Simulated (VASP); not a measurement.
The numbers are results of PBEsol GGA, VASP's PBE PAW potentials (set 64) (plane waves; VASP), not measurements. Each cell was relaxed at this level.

**Question.** Which of these has an unstable (imaginary) mode at Γ?
A. TaZn3, Pm-3m (221)
B. ZrPbO3, Pm-3m (221)
C. Tc, P6_3/mmc (194)
D. MgSn, Pm-3m (221)

**Answer.** B, ZrPbO3, Pm-3m (221). Its optical Γ-point modes are 134i (×3), 69 (×3), 155 (×3), 555 (×3) cm⁻¹.
